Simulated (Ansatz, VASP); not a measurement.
**Sb (Antimony) in two plane-wave programs**

One calculation is typed for both programs; each brings its own data sets. How far apart do they land? The cell is taken from a series of runs on this material, whose earlier steps may have relaxed, scaled, displaced or heated it; both programs get it as it stands.

Program: Ansatz 0.2.0. Level of theory: plane waves, with VASP 6.6.1 beside it; zone-centre phonons at PBE. Results are calculated unless marked as measured.

## Step 1: Starting point

The structure is trigonal, space group R-3m (No. 166). The conventional cell has a = 4.376 Å, b = 4.376 Å, c = 11.530 Å, α = 90.00°, β = 90.00°, γ = 120.00°. Sb has 3 Sb at 2.95 Å nearest.

As a file:

```cif
data_structure
_symmetry_space_group_name_H-M 'P 1'
_symmetry_Int_Tables_number 1
_cell_length_a 4.5995
_cell_length_b 4.5995
_cell_length_c 4.5995
_cell_angle_alpha 56.810
_cell_angle_beta 56.810
_cell_angle_gamma 56.810
_cell_volume 63.74
loop_
_atom_site_label
_atom_site_type_symbol
_atom_site_fract_x
_atom_site_fract_y
_atom_site_fract_z
_atom_site_occupancy
Sb1 Sb 0.23271 0.23271 0.23271 1
Sb2 Sb 0.76729 0.76729 0.76729 1
```

## Step 2: Ansatz: zone-centre phonons, PBE

Ansatz runs on its PAW soft_1 files.

Second derivatives magnify differences that forces hide, and they need a tight electronic threshold.

Contents of input.yaml:

```yaml
crystal:
  lattice:
    - [2.1879853448, 1.2632339278, 3.8434939614]
    - [-2.1879853448, 1.2632339278, 3.8434939614]
    - [0.0, -2.5264678556, 3.8434939614]
  atoms:
    - { symbol: Sb, position: [0.2327121081, 0.2327121081, 0.2327121081] }
    - { symbol: Sb, position: [0.7672878919, 0.7672878919, 0.7672878919] }
kpoints:
  mp_grid: { grid: [12, 12, 12] }
hamiltonian:
  xc: pbe
  pseudopotentials: { kind: paw, azcp: { folder: soft_1 } }
scf:
  occupations: { method: methfessel_paxton, width: 0.2 }
output:
  eigenvalues: true
phonons:
  method: dfpt
```

Run with:

```bash
$ ansatz run input.yaml --threads 8 --pin off --max-ram 16384MiB --backend cpu --events-out ev --progress --plain --runs-dir out
```

Numbers of over 12 decimals in the logs are rounded to 6 here.

The program printed:

```text
Engine: ansatz 0.2.0, aarch64-unknown-linux-gnu
Pseudopotentials: kind: paw
Pseudopotential: Sb, paw, valence charge 15, recommended cutoff 420 eV (normal), soft_1/Sb.paw.azcp
Functional definition: PBE
  parameter kappa = 0.804
  parameter beta = 0.066725
  exchange = pbe_x(kappa = kappa, mu = beta*pi^2/3)
  correlation = pbe_c(beta = beta)
Crystal: 2 atoms, lattice volume = 63.739 Å³
Basis set: ecut = 420 eV, 1273 PW (Γ), exchange–correlation on 64×64×64 points (8 copies of the dense FFT grid, shifted against one another)
Bands: 19, of which v1, the nominal top of the filled ones, is band 15 counted from 1 (14 counted from 0)
Symmetry: 12 space group operations
k-points: 476 of 1728 (irreducible under 2 space group operations, time reversal used)
Non-local potential: Sb, projectors of the file, l = 0: 2, l = 1: 2, l = 2: 2, l = 3: 1
PAW form: soft (Blöchl's): semilocal exchange-correlation on the pseudo side does not see the compensation charge
PAW one-centre angular grid: Sb, 590 points (default); XC on 64 Gauss nodes
Initial density: superposition of atomic densities (chi_scale 0.1, normalization cell)
Initial wavefunctions: pseudopotential atomic-orbital guess
Functional: x = pbe(κ = 0.804, μ = 0.219515), c = pbe(β = 0.066725)
SCF iter   1: F=—  HF=-12969.143042 eV  |F-HF|=—  |Δ(HF+E_count)|=         —  Δρ=1.46e-2  dr2=1.02e-1  ethr=3.10e-3  ⟨swp⟩=5.9  Hψ=46711  notcnv=0
preconditioner: auto → Kerker (q_TF=auto, 2.406 Å⁻¹)  [metal: Δε(μ)=0.086 eV  Ē_g=8.425 eV  σ=0.200 eV  W_gap=0.34  n_scr=14 (ndim 8)  ℏωp=14.7 eV  f_vac=0.000  D(μ)=0.10/eV (n_scr^D=0)]
SCF iter   2: F=—  HF=-12969.145168 eV  |F-HF|=—  |Δ(HF+E_count)|=   2.13e-3  S|Δr|=    0.00e0  Δρ=9.58e-3  dr2=4.62e-2  ethr=3.41e-4  ⟨swp⟩=1.0  Hψ=12852  notcnv=0
SCF iter   3: F=—  HF=-12969.147798 eV  |F-HF|=—  |Δ(HF+E_count)|=   2.63e-3  S|Δr|=    0.00e0  Δρ=9.91e-4  dr2=1.14e-3  ethr=1.54e-4  ⟨swp⟩=1.0  Hψ=9044  notcnv=0
SCF iter   4: F=—  HF=-12969.148337 eV  |F-HF|=—  |Δ(HF+E_count)|=   5.40e-4  S|Δr|=    0.00e0  Δρ=4.18e-4  dr2=1.93e-4  ethr=3.79e-6  ⟨swp⟩=2.0  Hψ=11428  notcnv=0
SCF iter   5: F=—  HF=-12969.148492 eV  |F-HF|=—  |Δ(HF+E_count)|=   1.54e-4  S|Δr|=    0.00e0  Δρ=1.04e-4  dr2=9.45e-6  ethr=6.45e-7  ⟨swp⟩=2.0  Hψ=11428  notcnv=0
SCF iter   6: F=—  HF=-12969.148498 eV  |F-HF|=—  |Δ(HF+E_count)|=   6.67e-6  S|Δr|=    0.00e0  Δρ=3.59e-5  dr2=4.96e-7  ethr=3.15e-8  ⟨swp⟩=2.0  Hψ=16191  notcnv=0
SCF iter   7: F=—  HF=-12969.148497 eV  |F-HF|=—  |Δ(HF+E_count)|=   1.16e-6  S|Δr|=    0.00e0  Δρ=1.11e-5  dr2=5.75e-8  ethr=1.65e-9  ⟨swp⟩=2.0  Hψ=16296  notcnv=0
SCF iter   8: F=—  HF=-12969.148497 eV  |F-HF|=—  |Δ(HF+E_count)|=   4.83e-8  S|Δr|=    0.00e0  Δρ=3.24e-6  dr2=7.87e-9  ethr=1.92e-10  ⟨swp⟩=2.1  Hψ=14817  notcnv=0
SCF iter   9: F=—  HF=-12969.148497 eV  |F-HF|=—  |Δ(HF+E_count)|=   1.98e-9  S|Δr|=    0.00e0  Δρ=9.20e-7  dr2=7.97e-10  ethr=2.62e-11  ⟨swp⟩=3.0  Hψ=16268  notcnv=0
SCF iter  10: F=—  HF=-12969.148497 eV  |F-HF|=—  |Δ(HF+E_count)|=  1.75e-10  S|Δr|=    0.00e0  Δρ=3.24e-7  dr2=8.80e-11  ethr=2.66e-12  ⟨swp⟩=2.4  Hψ=13550  notcnv=0
SCF iter  11: F=-12969.148497 eV  HF=-12969.148497 eV  |F-HF|=3.64e-12  |Δ(HF+E_count)|=  4.00e-11  S|Δr|=    0.00e0  Δρ=8.19e-8  dr2=8.83e-12  ethr=1.00e-12  ⟨swp⟩=6.0  Hψ=37362  notcnv=0
SCF 1 converged in 11 iterations: F = -12969.148497 eV  dr2 = 8.83e-12
  greatest PAW one-centre occupation: 0.996 electrons in one spin orbital (limit 2), on the Sb atom at site 1 (counted from 0), in its partial waves of l = 2
DFPT response loops at Γ: preconditioner auto → Kerker (q_TF=auto, 2.406 Å⁻¹) (partly filled bands, converged f_vac=0.005); β = 1.00, the filter's whole step (`scf.mixing.beta` (0.50) is not read by the response loops under this deck's `scf.mixing.preconditioner`; to damp them name `kerker` or `kerker_dos`, under which they read `scf.mixing.beta`, and type it under 1.00, their step now; both keys bind the ground state too); Broyden in place of MSR1
SCF converged after 11 iterations
Stability not checked: this state was not tested for a lower state beside it, because cold or Methfessel-Paxton smearing, or corrected tetrahedra, fill the levels in a way that the test cannot read (fill_not_monotonic; see scf.lower_state_search)
Free energy (F): -12969.148497 eV
Harris-Foulkes:  -12969.148497 eV  (|F-HF|=3.64e-12)
Internal energy: -12969.150107 eV  (E = F + TS)
E sigma→0 (E₀):  -12969.148900 eV
Entropy (-TS):   0.001609 eV (0.805 meV/atom)
Fermi energy:    9.461434 eV
--- Per-component energies (eV) ---
  E_band       = -353.108455
  E_kinetic    = 323.889152
  E_local      = -3252.310772  (includes V_loc(G=0)·N_el)
  E_nonlocal   = 778.932377
  E_hartree    = 1344.983568
  E_xc         = -197.171428
  E_vxc        = -180.770284  (∫ρ·V_xc dr)
  E_paw        = -9086.518271  (= ΣΔE_a)
  E_vpaw       = -712.816322  (= ΣTr[D̂ρ^β])
  E_aug_tail   = 0.000275  (compensation charges beyond the density's cutoff)
  E_ewald      = -2880.955007
  E_smearing   = 0.001609  (= −TS)
  E_closure    = -0.000000  (closes the sum)
  Σ components = -12969.148497   (vs F -12969.148497, Δ=0.00e0)
--- Band table (eV; the first three rows and the last of 476) ---
  k-point 0: bands = [... 11 lower, 4.4200, 7.5507, 7.8098, 7.8098, 11.4823, 12.0887, 12.0887, 14.7364]
  k-point 1: bands = [... 11 lower, 4.1345, 7.5823, 7.7893, 7.8871, 11.4650, 11.8818, 11.9264, 14.3749]
  k-point 2: bands = [... 11 lower, 3.4274, 7.5859, 7.7398, 8.1183, 11.2165, 11.4306, 11.5023, 14.1552]
  k-point 475: bands = [... 11 lower, 0.7811, 8.2544, 8.2544, 8.9693, 9.7457, 9.7457, 10.5655, 16.3596]
--- Phonons (Γ-DFPT): 2 representative perturbations + reference, on 476 of 1728 k-points (Σ response iterations 6) ---
  k mesh reduced under 2 symmetry operations, with k and −k counted as one. Each operation leaves every solved perturbation unchanged. A smaller set is not used because it would not reduce the number of displacements times k-points to solve
  ASR residual: 1.919e-5 → 0.000e0 eV/Å²; symmetrization residual: 2.368e-5 eV/Å²
  ASR residual per site (eV/Å²): 1.92e-5 1.92e-5
  Γ frequencies (cm⁻¹): 0.00 0.00 0.00 108.22 108.22 149.60
  non-analytic LO–TO correction: not included (Born effective charges unavailable; polar crystals: no LO–TO splitting at Γ)
```

## Step 3: VASP: zone-centre phonons, PBE

The same cell, functional, mesh and smearing now go to VASP, with its own data sets.

Lines of VASP's logs that name or quote its potential files are left out, and so is its time.

Contents of INCAR:

```
SYSTEM = Sb
PREC = Accurate
ENCUT = 500
EDIFF = 1E-08
NELM = 120
ISMEAR = 1
SIGMA = 0.2
LREAL = .FALSE.
ALGO = Normal
GGA = PE
NBANDS = 11
LORBIT = 11
LWAVE = .FALSE.
LCHARG = .FALSE.
ISIF = 2
IBRION = 8
LASPH = .TRUE.
GGA_COMPAT = .FALSE.
KPAR = 2
```

Contents of POSCAR:

```
Sb
1.0
    2.1879853448      1.2632339278      3.8434939614
   -2.1879853448      1.2632339278      3.8434939614
    0.0000000000     -2.5264678556      3.8434939614
Sb
2
Direct
    0.2327121081      0.2327121081      0.2327121081
    0.7672878919      0.7672878919      0.7672878919
```

Contents of KPOINTS:

```
Automatic mesh
0
Gamma
12 12 12
0 0 0
```

Potentials, in the order of the species: Sb (PBE family, release 64).

Run with:

```bash
$ mpirun -np 2 vasp_std
```

The program printed:

```text
[banner, memory and clock lines left out]
running    2 mpi-ranks, on    1 nodes
 distrk:  each k-point on    1 cores,    2 groups
 distr:  one band on    1 cores,    1 groups

 POSCAR found type information on POSCAR Sb
 POSCAR found :  1 types and       2 ions
 LDA part: xc-table for (Slater+PW92), standard interpolation
 POSCAR, INCAR and KPOINTS ok, starting setup
 FFT: planning ... GRIDC
 FFT: planning ... GRID_SOFT
 FFT: planning ... GRID
 WAVECAR not read
 entering main loop
       N       E                     dE             d eps       ncg     rms          rms(c)
DAV:   1     0.343657523750E+02    0.34366E+02   -0.34704E+03  4158   0.687E+02
DAV:   2    -0.649111639332E+01   -0.40857E+02   -0.39581E+02  5720   0.109E+02
DAV:   3    -0.825941346341E+01   -0.17683E+01   -0.17578E+01  5070   0.260E+01
DAV:   4    -0.827497991033E+01   -0.15566E-01   -0.15564E-01  4751   0.288E+00
DAV:   5    -0.827517994515E+01   -0.20003E-03   -0.20003E-03  4846   0.361E-01    0.280E+00
DAV:   6    -0.827470903939E+01    0.47091E-03   -0.26785E-03  4748   0.370E-01    0.169E+00
DAV:   7    -0.827453613229E+01    0.17291E-03   -0.63736E-03  4530   0.565E-01    0.851E-02
DAV:   8    -0.827465487924E+01   -0.11875E-03   -0.23611E-04  4827   0.975E-02    0.265E-02
DAV:   9    -0.827468858844E+01   -0.33709E-04   -0.51681E-05  4485   0.463E-02    0.551E-03
DAV:  10    -0.827468911278E+01   -0.52434E-06   -0.64003E-06  4904   0.140E-02    0.175E-03
DAV:  11    -0.827468912691E+01   -0.14126E-07   -0.52948E-07  4596   0.506E-03    0.110E-03
DAV:  12    -0.827468940867E+01   -0.28176E-06   -0.84231E-08  4704   0.170E-03    0.196E-04
DAV:  13    -0.827468944752E+01   -0.38853E-07   -0.77285E-09  3254   0.562E-04    0.578E-05
DAV:  14    -0.827468943997E+01    0.75549E-08   -0.80424E-10  2328   0.219E-04
   1 F= -.82746894E+01 E0= -.82752417E+01  d E =0.165688E-02
 Linear response reoptimize wavefunctions to high precision
DAV:   1    -0.827468943824E+01    0.17318E-08   -0.97980E-11  2664   0.813E-05
DAV:   2    -0.827468943823E+01    0.55138E-11   -0.16482E-11  2229   0.335E-05
 Linear response DOF=           2
 Linear response progress:
  Degree of freedom:   1/  2
       N       E                     dE             d eps       ncg     rms          rms(c)
RMM:   1    -0.250497337671E-01   -0.25050E-01    0.26662E-02 38675   0.114E+00
RMM:   2    -0.247904641534E-01    0.25927E-03   -0.15239E-03 30061   0.230E-01    0.441E-02
RMM:   3    -0.247794794922E-01    0.10985E-04   -0.39509E-05 31922   0.394E-02    0.266E-02
RMM:   4    -0.248081532111E-01   -0.28674E-04   -0.15442E-05 31651   0.222E-02    0.239E-03
RMM:   5    -0.248180562741E-01   -0.99031E-05   -0.11465E-06 32595   0.372E-03    0.999E-04
RMM:   6    -0.248208837848E-01   -0.28275E-05   -0.86314E-08 32411   0.107E-03    0.334E-04
RMM:   7    -0.248203379246E-01    0.54586E-06    0.88282E-08 32775   0.358E-04    0.670E-05
RMM:   8    -0.248202127522E-01    0.12517E-06    0.26894E-08 33347   0.866E-05    0.150E-05
RMM:   9    -0.248202245660E-01   -0.11814E-07   -0.35992E-09 33338   0.290E-05    0.209E-06
RMM:  10    -0.248202123264E-01    0.12240E-07    0.52383E-10 34075   0.528E-06    0.116E-06
RMM:  11    -0.248202159118E-01   -0.35853E-08    0.13548E-10 27940   0.346E-06    0.114E-07
 first order change of Fermi-energy  -0.35056E-04
 force on displaced ion       1 direction 1 :  -2.701   0.000   0.000
 Linear response progress:
  Degree of freedom:   2/  2
       N       E                     dE             d eps       ncg     rms          rms(c)
RMM:   1    -0.259959287465E-01   -0.25996E-01    0.24735E-02  8149   0.115E+00
RMM:   2    -0.253326664186E-01    0.66326E-03   -0.14441E-03  6453   0.230E-01    0.468E-02
RMM:   3    -0.251937722313E-01    0.13889E-03   -0.50431E-05  6920   0.443E-02    0.286E-02
RMM:   4    -0.250843487189E-01    0.10942E-03   -0.34505E-05  6764   0.286E-02    0.792E-03
RMM:   5    -0.250906864192E-01   -0.63377E-05   -0.95313E-07  7007   0.615E-03    0.294E-03
RMM:   6    -0.250936419601E-01   -0.29555E-05   -0.91077E-08  7017   0.148E-03    0.668E-04
RMM:   7    -0.250930657875E-01    0.57617E-06    0.22183E-09  7121   0.358E-04    0.261E-04
RMM:   8    -0.250931290751E-01   -0.63288E-07    0.28092E-09  7065   0.158E-04    0.555E-05
RMM:   9    -0.250931344847E-01   -0.54096E-08   -0.34453E-11  7271   0.332E-05    0.149E-05
 first order change of Fermi-energy   0.57152E+00
 force on displaced ion       1 direction 3 :   0.000   0.000  -5.121
 Linear response finished
```

From OUTCAR (step 3):

```text
ion  position               nearest neighbor table
   1  0.233  0.233  0.233-   2 2.95   2 2.95   2 2.95   2 3.43   2 3.43   2 3.43
   2  0.767  0.767  0.767-   1 2.95   1 2.95   1 2.95   1 3.43   1 3.43   1 3.43

  LATTYP: Found a trigonal (rhomboedric) cell.
 ALAT       =     4.5995092843
 COS(alpha) =     0.5474195254

 Subroutine GETGRP returns: Found 12 space group operations
 (whereof 12 operations were pure point group operations)

The static configuration has the point symmetry D_3d.

 Found    189 irreducible k-points:

   k-points           NKPTS =    189   k-points in BZ     NKDIM =    189   number of bands    NBANDS=     11

   dimension x,y,z NGX =    36 NGY =   36 NGZ =   36
   dimension x,y,z NGXF=    72 NGYF=   72 NGZF=   72

   ENCUT  =  500.0 eV  36.75 Ry    6.06 a.u.   8.39  8.39  8.39*2*pi/ulx,y,z

   NELECT =      10.0000    total number of electrons

 k-points in reciprocal lattice and weights: Automatic mesh
   0.00000000  0.00000000  0.00000000       0.001
   0.08333333 -0.00000000 -0.00000000       0.003
   0.16666667 -0.00000000 -0.00000000       0.003
   0.25000000  0.00000000 -0.00000000       0.003
   0.33333333 -0.00000000  0.00000000       0.003
   0.41666667 -0.00000000  0.00000000       0.003
   0.50000000  0.00000000 -0.00000000       0.002
   0.08333333  0.08333333 -0.00000000       0.003
   0.16666667  0.08333333 -0.00000000       0.007
[...]
-0.41666667  0.50000000  0.41666667       0.003
   0.50000000  0.50000000  0.50000000       0.001

 average (electrostatic) potential at core
       1 -86.4758       2 -86.4758

  Total        0.0195090      0.0195090      0.0047191     -0.0000000     -0.0000000      0.0000000
  in kB        0.4903872      0.4903872      0.1186216     -0.0000000     -0.0000000      0.0000000
  external PRESSURE =       0.3664653 kB  Pullay stress =       0.0000000 kB

  energy-cutoff  :      500.00
  volume of cell :       63.74
      direct lattice vectors                 reciprocal lattice vectors
     2.187985345  1.263233928  3.843493961     0.228520726  0.131936503  0.086726644
    -2.187985345  1.263233928  3.843493961    -0.228520726  0.131936503  0.086726644
     0.000000000 -2.526467856  3.843493961     0.000000000 -0.263873006  0.086726644

 POSITION                                       TOTAL-FORCE (eV/Angst)
 -----------------------------------------------------------------------------------
      0.00000      0.00000      2.68328         0.000000     -0.000000      0.036311
      0.00000      0.00000      8.84720         0.000000      0.000000     -0.036311
 -----------------------------------------------------------------------------------
    total drift:                                0.000000      0.000000     -0.000000

 Eigenvectors and eigenvalues of the dynamical matrix
 ----------------------------------------------------

   1 f  =    4.534388 THz    28.490399 2PiTHz  151.250899 cm-1    18.752713 meV
             X         Y         Z           dx          dy          dz
      0.000000  0.000000  2.683283     0.000000    0.000000   -0.707107
      0.000000  0.000000  8.847199     0.000000    0.000000    0.707107

   2 f  =    3.293196 THz    20.691758 2PiTHz  109.849178 cm-1    13.619556 meV
             X         Y         Z           dx          dy          dz
      0.000000  0.000000  2.683283     0.707107    0.000005    0.000000
      0.000000  0.000000  8.847199    -0.707107   -0.000005    0.000000

   3 f  =    3.293196 THz    20.691758 2PiTHz  109.849178 cm-1    13.619556 meV
             X         Y         Z           dx          dy          dz
      0.000000  0.000000  2.683283    -0.000005    0.707107    0.000000
      0.000000  0.000000  8.847199     0.000005   -0.707107    0.000000

   4 f  =    0.000000 THz     0.000000 2PiTHz    0.000000 cm-1     0.000000 meV
             X         Y         Z           dx          dy          dz
      0.000000  0.000000  2.683283     0.000000    0.000000    0.707107
      0.000000  0.000000  8.847199     0.000000    0.000000    0.707107

   5 f/i=    0.000000 THz     0.000000 2PiTHz    0.000001 cm-1     0.000000 meV
             X         Y         Z           dx          dy          dz
      0.000000  0.000000  2.683283     0.197133   -0.679072    0.000000
      0.000000  0.000000  8.847199     0.197133   -0.679072    0.000000

   6 f/i=    0.000000 THz     0.000000 2PiTHz    0.000001 cm-1     0.000000 meV
             X         Y         Z           dx          dy          dz
      0.000000  0.000000  2.683283     0.679072    0.197133    0.000000
      0.000000  0.000000  8.847199     0.679072    0.197133    0.000000

 ELASTIC MODULI CONTR FROM IONIC RELAXATION (kBar)
 Direction    XX          YY          ZZ          XY          YZ          ZX
 --------------------------------------------------------------------------------
 XX        -105.2811    -48.0847   -136.4719      0.0000     83.4814     -0.0000
 YY         -48.0847   -105.2811   -136.4719     -0.0000    -83.4814      0.0000
 ZZ        -136.4719   -136.4719   -242.8779     -0.0000     -0.0000     -0.0000
 XY           0.0000     -0.0000     -0.0000    -28.5982     -0.0000     80.8061
 YZ          83.4814    -83.4814     -0.0000     -0.0000   -243.6914      0.0000
 ZX          -0.0000      0.0000     -0.0000     80.8061      0.0000   -228.3231
 --------------------------------------------------------------------------------
```

## Step 4: Comparison

Known differences besides the potentials themselves: the data sets hold 30 valence electrons in Ansatz (on its PAW soft_1 files) and 10 in VASP; the cutoff is 420 eV in Ansatz and 500 eV in VASP. Total energies have different zeros and are not compared.

The two programs side by side:

| quantity | Ansatz | VASP | difference |
| --- | --- | --- | --- |
| optical mode 1 to 2 (cm⁻¹) | 108.2 | 109.8 | -1.48 % |
| optical mode 3 (cm⁻¹) | 149.6 | 151.3 | -1.09 % |

Modes are paired by rising frequency, not by their patterns, so a pair may set unlike modes beside each other; they are those without the splitting of longitudinal modes.

## Step 5: Summary of results

```
r.m.s. difference of the optical zone-centre modes, each program's sorted by frequency (zone-centre phonons, PBE) : 1.6 cm⁻¹
difference in optical mode 1 to 2 (zone-centre phonons, PBE)                                                      : -1.5 %
```

In words: The r.m.s. difference of the optical zone-centre modes, each program's sorted by frequency is 1.6 cm⁻¹ (zone-centre phonons, PBE). The data sets hold unlike numbers of valence electrons (30 in Ansatz and 10 in VASP), so part of the differences comes from the potentials. Among the rows given in per cent, the largest difference of the zone-centre phonons, PBE pair is in optical mode 1 to 2, -1.5 %. Such differences can come from data sets, numerical settings and the points named under the comparisons, not from the functional's error against experiment.

[Lines on the potential files, build, host, timing and source positions are cut from VASP's logs without a mark.]

[Logs are printed without paths, hosts, clocks, repeated set-up lines and the standing remarks that a program may print on its own settings, such as how far it seeks lower states.]

[Hosts, paths, dates, database ids (printed as entryN), source tags and the programs' standing remarks are cut or masked in the printed files.]
